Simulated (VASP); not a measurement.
These are PBE GGA, VASP's PBE PAW potentials (set 64) (plane waves; VASP 6.6.1) values and carry that method's errors.

The input files of a VASP run:

POSCAR:
```
ZrB2
1
    1.5846316267    -2.7446629585    -0.0000000000
    1.5846316267     2.7446629585    -0.0000000000
    0.0000000000     0.0000000000     3.5469256301
Zr B
1 2
Direct
  1.0000000000   1.0000000000   1.0000000000
  0.3333330000   0.6666670000   0.5000000000
  0.6666670000   0.3333330000   0.5000000000
```

**INCAR**
```
ALGO = Normal
EDIFF = 1E-7
EDIFFG = -0.01
ENCUT = 600
GGA = PE
IBRION = 2
ISIF = 3
ISMEAR = 1
LASPH = .TRUE.
LCHARG = .FALSE.
LMAXMIX = 4
LREAL = .FALSE.
LWAVE = .FALSE.
NELM = 100
NSW = 40
PREC = Accurate
PSTRESS = 300
SIGMA = 0.1
SYSTEM = ZrB2
```

KPOINTS:
```
Regular mesh
0
gamma
 10 10 8
0 0 0
```

POTCAR, in this order: Zr_sv B (PBE.64 set). Program: vasp_std.

The resulting files:

### OUTCAR
```
 ion  position               nearest neighbor table
   1  0.000  0.000  0.000-   2 2.55   3 2.55   2 2.55   3 2.55   3 2.55   3 2.55   2 2.55   2 2.55
                             3 2.55   3 2.55   2 2.55   2 2.55
   2  0.333  0.667  0.500-   3 1.83   3 1.83   3 1.83   1 2.55   1 2.55   1 2.55   1 2.55   1 2.55
                             1 2.55
   3  0.667  0.333  0.500-   2 1.83   2 1.83   2 1.83   1 2.55   1 2.55   1 2.55   1 2.55   1 2.55
                             1 2.55
  LATTYP: Found a hexagonal cell.
 ALAT       =     3.1692636602
 C/A-ratio  =     1.1191639480
 Subroutine PRICEL returns:
 Original cell was already a primitive cell.
 Subroutine GETGRP returns: Found 24 space group operations
The static configuration has the point symmetry D_6h.
The dynamic configuration has the point symmetry D_6h.
 Subroutine INISYM returns: Found 24 space group operations
 Subroutine IBZKPT returns following result:
 Found     70 irreducible k-points:

 Following reciprocal coordinates:
            Coordinates               Weight
  0.000000  0.000000  0.000000      1.000000
  0.100000  0.000000  0.000000      6.000000
  0.200000  0.000000  0.000000      6.000000
  0.300000  0.000000  0.000000      6.000000
...
```

### OSZICAR
```
...
DAV:   9    -0.249769021838E+02    0.28129E-02   -0.16689E-02  2286   0.107E+00    0.141E-01
DAV:  10    -0.249768716626E+02    0.30521E-04   -0.86473E-04  2365   0.274E-01    0.426E-02
DAV:  11    -0.249768849737E+02   -0.13311E-04   -0.31300E-05  2477   0.674E-02    0.128E-02
DAV:  12    -0.249768849311E+02    0.42558E-07   -0.17355E-06  2438   0.138E-02    0.372E-03
DAV:  13    -0.249768849661E+02   -0.34984E-07   -0.30283E-07  2176   0.469E-03
   1 F= -.19199782E+02 E0= -.19199704E+02  d E =-.191998E+02
       N       E                     dE             d eps       ncg     rms          rms(c)
DAV:   1    -0.313069158122E+02   -0.63300E+01   -0.29242E+02  1880   0.194E+02    0.472E+01
DAV:   2    -0.233594306790E+02    0.79475E+01   -0.14270E+01  2018   0.477E+01    0.133E+01
DAV:   3    -0.223625840544E+02    0.99685E+00   -0.76266E+00  2720   0.258E+01    0.665E+00
DAV:   4    -0.225493176806E+02   -0.18673E+00   -0.51550E-01  2189   0.663E+00    0.935E-01
DAV:   5    -0.225825312182E+02   -0.33214E-01   -0.25952E-01  2723   0.431E+00    0.202E+00
DAV:   6    -0.226216156804E+02   -0.39084E-01   -0.53592E-02  2900   0.157E+00    0.106E+00
DAV:   7    -0.226226649301E+02   -0.10492E-02   -0.75412E-03  2180   0.933E-01    0.144E-01
DAV:   8    -0.226229358040E+02   -0.27087E-03   -0.32382E-04  2488   0.222E-01    0.336E-02
DAV:   9    -0.226229550982E+02   -0.19294E-04   -0.11833E-05  2593   0.323E-02    0.228E-02
DAV:  10    -0.226229679771E+02   -0.12879E-04   -0.10594E-05  2701   0.365E-02    0.322E-03
DAV:  11    -0.226229679727E+02    0.43501E-08   -0.35312E-07  1810   0.537E-03
   2 F= -.18304592E+02 E0= -.18304488E+02  d E =0.895191E+00
       N       E                     dE             d eps       ncg     rms          rms(c)
DAV:   1    -0.276947753362E+02   -0.50718E+01   -0.11690E+02  1925   0.133E+02    0.279E+01
DAV:   2    -0.252617107261E+02    0.24331E+01   -0.15236E+01  2268   0.424E+01    0.911E+00
DAV:   3    -0.246324275706E+02    0.62928E+00   -0.26426E+00  2736   0.138E+01    0.155E+00
DAV:   4    -0.246837651692E+02   -0.51338E-01   -0.17161E-01  2447   0.311E+00    0.996E-01
DAV:   5    -0.247383505442E+02   -0.54585E-01   -0.12694E-01  2715   0.210E+00    0.760E-01
DAV:   6    -0.247475399429E+02   -0.91894E-02   -0.80073E-03  2956   0.709E-01    0.305E-01
DAV:   7    -0.247485479276E+02   -0.10080E-02   -0.64912E-04  2704   0.261E-01    0.107E-01
DAV:   8    -0.247486857804E+02   -0.13785E-03   -0.11679E-04  2726   0.122E-01    0.183E-02
DAV:   9    -0.247486875625E+02   -0.17822E-05   -0.72443E-06  2699   0.291E-02    0.158E-03
DAV:  10    -0.247486872584E+02    0.30410E-06   -0.40161E-07  2130   0.417E-03    0.525E-04
DAV:  11    -0.247486871406E+02    0.11778E-06   -0.14586E-08  1045   0.118E-03    0.446E-04
DAV:  12    -0.247486871899E+02   -0.49305E-07   -0.49755E-09   980   0.687E-04
   3 F= -.19500102E+02 E0= -.19500006E+02  d E =-.300320E+00
       N       E                     dE             d eps       ncg     rms          rms(c)
DAV:   1    -0.247253580050E+02    0.23329E-01   -0.90480E-02  1932   0.349E+00    0.756E-01
DAV:   2    -0.247228871585E+02    0.24708E-02   -0.73605E-03  1999   0.105E+00    0.197E-01
DAV:   3    -0.247225814032E+02    0.30576E-03   -0.22988E-03  2775   0.407E-01    0.858E-02
DAV:   4    -0.247226398565E+02   -0.58453E-04   -0.10707E-04  2205   0.892E-02    0.318E-02
DAV:   5    -0.247226780512E+02   -0.38195E-04   -0.82837E-05  2741   0.585E-02    0.294E-02
DAV:   6    -0.247226934246E+02   -0.15373E-04   -0.12070E-05  2949   0.253E-02    0.866E-03
DAV:   7    -0.247226947303E+02   -0.13058E-05   -0.73975E-07  2258   0.901E-03    0.206E-03
DAV:   8    -0.247226950083E+02   -0.27793E-06   -0.37388E-08  1090   0.242E-03    0.694E-04
DAV:   9    -0.247226950913E+02   -0.83076E-07   -0.12538E-08   970   0.109E-03
   4 F= -.19501238E+02 E0= -.19501141E+02  d E =-.301456E+00
       N       E                     dE             d eps       ncg     rms          rms(c)
DAV:   1    -0.247123767109E+02    0.10318E-01   -0.14238E-02  1932   0.139E+00    0.301E-01
DAV:   2    -0.247119878782E+02    0.38883E-03   -0.11678E-03  1978   0.420E-01    0.784E-02
DAV:   3    -0.247119394589E+02    0.48419E-04   -0.35886E-04  2777   0.161E-01    0.338E-02
DAV:   4    -0.247119500650E+02   -0.10606E-04   -0.16967E-05  2200   0.354E-02    0.126E-02
DAV:   5    -0.247119572683E+02   -0.72033E-05   -0.13165E-05  2746   0.233E-02    0.117E-02
DAV:   6    -0.247119605902E+02   -0.33219E-05   -0.18782E-06  2887   0.100E-02    0.339E-03
DAV:   7    -0.247119609800E+02   -0.38988E-06   -0.10149E-07  1173   0.351E-03    0.799E-04
DAV:   8    -0.247119610762E+02   -0.96175E-07   -0.18225E-08   930   0.169E-03
   5 F= -.19501238E+02 E0= -.19501139E+02  d E =-.301455E+00
       N       E                     dE             d eps       ncg     rms          rms(c)
DAV:   1    -0.247124594397E+02   -0.49846E-03   -0.98530E-02  1950   0.319E+00    0.237E-01
DAV:   2    -0.247115617130E+02    0.89773E-03   -0.20959E-03  2065   0.413E-01    0.130E-01
DAV:   3    -0.247111963547E+02    0.36536E-03   -0.97782E-04  2050   0.292E-01    0.234E-02
DAV:   4    -0.247111955078E+02    0.84689E-06   -0.24386E-05  2054   0.458E-02    0.102E-02
DAV:   5    -0.247111957974E+02   -0.28956E-06   -0.73778E-07  2336   0.940E-03    0.342E-03
DAV:   6    -0.247111959493E+02   -0.15191E-06   -0.15024E-07  1344   0.391E-03    0.734E-04
DAV:   7    -0.247111959701E+02   -0.20825E-07   -0.99642E-09   990   0.128E-03
   6 F= -.19501912E+02 E0= -.19501823E+02  d E =-.674574E-03
       N       E                     dE             d eps       ncg     rms          rms(c)
DAV:   1    -0.247112405212E+02   -0.44572E-04   -0.81655E-05  1955   0.918E-02    0.681E-03
DAV:   2    -0.247112398005E+02    0.72070E-06   -0.17344E-06  2060   0.119E-02    0.374E-03
DAV:   3    -0.247112394943E+02    0.30620E-06   -0.81627E-07  2035   0.840E-03    0.668E-04
DAV:   4    -0.247112394871E+02    0.71573E-08   -0.18805E-08   955   0.132E-03
   7 F= -.19501913E+02 E0= -.19501824E+02  d E =-.675192E-03
       N       E                     dE             d eps       ncg     rms          rms(c)
DAV:   1    -0.247275540226E+02   -0.16315E-01   -0.29646E-02  1932   0.200E+00    0.433E-01
DAV:   2    -0.247267594555E+02    0.79457E-03   -0.24646E-03  1968   0.609E-01    0.113E-01
DAV:   3    -0.247266570391E+02    0.10242E-03   -0.75216E-04  2777   0.233E-01    0.493E-02
DAV:   4    -0.247266706760E+02   -0.13637E-04   -0.34726E-05  2212   0.512E-02    0.183E-02
DAV:   5    -0.247266790808E+02   -0.84048E-05   -0.27760E-05  2717   0.337E-02    0.167E-02
DAV:   6    -0.247266806828E+02   -0.16020E-05   -0.38753E-06  2949   0.144E-02    0.496E-03
DAV:   7    -0.247266803413E+02    0.34153E-06   -0.24275E-07  1938   0.520E-03    0.116E-03
DAV:   8    -0.247266802256E+02    0.11561E-06   -0.18029E-08   945   0.165E-03    0.385E-04
DAV:   9    -0.247266801850E+02    0.40641E-07   -0.52041E-09   915   0.720E-04
   8 F= -.19501850E+02 E0= -.19501762E+02  d E =0.622405E-04
       N       E                     dE             d eps       ncg     rms          rms(c)
DAV:   1    -0.247175211134E+02    0.91591E-02   -0.11364E-02  1932   0.124E+00    0.268E-01
DAV:   2    -0.247172103344E+02    0.31078E-03   -0.93212E-04  1968   0.375E-01    0.702E-02
DAV:   3    -0.247171716353E+02    0.38699E-04   -0.29244E-04  2785   0.145E-01    0.308E-02
DAV:   4    -0.247171802926E+02   -0.86573E-05   -0.13217E-05  2186   0.318E-02    0.113E-02
DAV:   5    -0.247171862501E+02   -0.59575E-05   -0.10558E-05  2701   0.208E-02    0.104E-02
DAV:   6    -0.247171890326E+02   -0.27825E-05   -0.15122E-06  2861   0.895E-03    0.312E-03
DAV:   7    -0.247171894028E+02   -0.37017E-06   -0.90231E-08  1095   0.330E-03    0.652E-04
DAV:   8    -0.247171894776E+02   -0.74791E-07   -0.15495E-08   925   0.155E-03
   9 F= -.19501953E+02 E0= -.19501864E+02  d E =-.398022E-04
```

File OUTCAR:
```
------------------------ aborting loop because EDIFF is reached ----------------------------------------
  FORCE on cell =-STRESS in cart. coord.  units (eV):
  Direction    XX          YY          ZZ          XY          YZ          ZX
  --------------------------------------------------------------------------------------
  Total        5.2171382      5.2171403      5.2166966      0.0000000     -0.0000000      0.0000000
  in kB      300.1093649    300.1094894    300.0839654      0.0000000     -0.0000000      0.0000000
  external PRESSURE =       0.1009399 kB  Pullay stress =     300.0000000 kB
  volume of cell :       27.85
      direct lattice vectors                 reciprocal lattice vectors
     1.534281727 -2.657454456 -0.000000000     0.325885391 -0.188149979 -0.000000000
     1.534281727  2.657454456  0.000000000     0.325885391  0.188149979 -0.000000000
     0.000000000  0.000000000  3.415564050    -0.000000000 -0.000000000  0.292777411
 POSITION                                       TOTAL-FORCE (eV/Angst)
 -----------------------------------------------------------------------------------
      0.00000      0.00000      0.00000         0.000000      0.000000      0.000000
      1.53428      0.88582      1.70778         0.000000     -0.000000     -0.000000
      1.53428     -0.88582      1.70778        -0.000000      0.000000      0.000000
 -----------------------------------------------------------------------------------
    total drift:                                0.000000      0.000000      0.000000
  FREE ENERGIE OF THE ION-ELECTRON SYSTEM (eV)
  ---------------------------------------------------
  free  energy   TOTEN  =       -24.7171894776 eV

  energy  without entropy=      -24.7169225301  energy(sigma->0) =      -24.71710050
  enthalpy is  TOTEN    =       -19.5019525315 eV   P V=        5.2152369461

 reached required accuracy - stopping structural energy minimisation
```
(Selected blocks of OUTCAR.)

File CONTCAR:
```
ZrB2
   1.00000000000000
     1.5342817270525180   -2.6574544557366329   -0.0000000000000000
     1.5342817270525180    2.6574544557366329    0.0000000000000000
     0.0000000000000000    0.0000000000000000    3.4155640499608086
  Zr              B
     1     2
Direct
     0.0000000000000000    0.0000000000000000    0.0000000000000000
     0.3333330000000032    0.6666669999999968    0.5000000000000000
     0.6666669999999968    0.3333330000000032    0.5000000000000000
```

Energy and stress use the plane-wave basis of the starting cell.

The compound is ZrB2 in the AlB2 type structure. This run relaxes it under an external pressure of 30 GPa. Symmetry was kept, so distortions that lower it aren't found.
